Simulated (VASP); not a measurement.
Given:

```
CELL_PARAMETERS angstrom
      0.00000     3.12758     3.12758
      3.12758     0.00000     3.12758
      3.12758     3.12758     0.00000
ATOMIC_POSITIONS crystal
  Ge 0.00000 0.00000 0.00000
  Ti 0.50000 0.50000 0.50000
  Ti 0.25000 0.25000 0.25000
  Ti 0.75000 0.75000 0.75000
```

Level of theory: PBEsol GGA, VASP's PBE PAW potentials (set 64) (plane waves; VASP 6.6.1). Run with 400 eV cut-off, Gaussian smearing of 0.050 eV, potentials Ge_d Ti_sv.

**Question.** Give the energies of bands 19 to 29 at the high-symmetry points, in eV from the Fermi level.

**Answer.** 
```tsv
band	Γ	X	U	L	W
19	-2.86	-4.72	-4.31	-5.00	-3.93
20	-2.86	-2.16	-3.67	-3.03	-3.93
21	-2.86	-2.09	-2.46	-3.03	-2.83
22	-1.98	-1.99	-1.84	-0.56	-1.66
23	-1.98	-1.99	-0.66	-0.50	-0.59
24	0.00	-0.38	-0.60	-0.50	-0.59
25	0.00	-0.22	0.06	-0.12	-0.03
26	0.00	-0.22	0.33	-0.12	0.56
27	1.51	1.20	0.66	0.76	0.56
28	2.47	1.21	0.90	1.01	0.76
29	2.47	1.21	1.54	1.01	1.71
```

It has no gap at this level: it comes out as a metal or semimetal.

The structure was generated: Ti3Ge was put into the D03 type (Fm-3m), which need not be its known phase. It was relaxed first, which changed the volume by -24 %.
